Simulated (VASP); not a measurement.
OSZICAR of a VASP run on ZnS (space group P6_3mc):

### OSZICAR
```
       N       E                     dE             d eps       ncg     rms          rms(c)
DAV:   1     0.208651387098E+03    0.20865E+03   -0.15071E+04  1056   0.163E+03
DAV:   2     0.452910331609E+01   -0.20412E+03   -0.19954E+03  1122   0.338E+02
DAV:   3    -0.141562945847E+02   -0.18685E+02   -0.18587E+02  1272   0.108E+02
DAV:   4    -0.145374012803E+02   -0.38111E+00   -0.38079E+00  1254   0.162E+01
DAV:   5    -0.145448509497E+02   -0.74497E-02   -0.74492E-02  1290   0.218E+00    0.965E+00
DAV:   6    -0.136728966179E+02    0.87195E+00   -0.20138E+00  1658   0.428E+01    0.754E+00
DAV:   7    -0.137061241975E+02   -0.33228E-01   -0.19333E+00  1170   0.797E+00    0.328E+00
DAV:   8    -0.136885302033E+02    0.17594E-01   -0.12484E-01  1442   0.480E+00    0.109E+00
DAV:   9    -0.136892963034E+02   -0.76610E-03   -0.19436E-02  1450   0.266E+00    0.280E-01
DAV:  10    -0.136894684747E+02   -0.17217E-03   -0.15267E-03  1248   0.413E-01    0.180E-01
DAV:  11    -0.136897047395E+02   -0.23626E-03   -0.27424E-04  1188   0.110E-01    0.640E-02
DAV:  12    -0.136897199996E+02   -0.15260E-04   -0.26346E-05  1436   0.639E-02    0.167E-02
DAV:  13    -0.136897219219E+02   -0.19224E-05   -0.36663E-06  1028   0.204E-02    0.819E-03
DAV:  14    -0.136897224167E+02   -0.49476E-06   -0.13283E-06   940   0.145E-02
   1 F= -.13689722E+02 E0= -.13689722E+02  d E =-.136897E+02
```

Question: Which electronic solver shows in the log?

Answer: It is blocked Davidson (ALGO = Normal, or the opening steps of other solvers). The INCAR had ALGO = Normal.

Question: Can the final energy be trusted as converged?

Answer: The calculation finished and met its thresholds. It stopped with EDIFF = 1E-6, NELM = 100, NSW = 60 and EDIFFG = -0.01 after 1 ionic step (PBE GGA, plane waves, VASP's PBE PAW potentials (set 64)).

The structure comes from a computed database's ZnS entry (P6_3mc); how it stands against other phases isn't given here. It was relaxed first. The start is the result of an earlier pass.
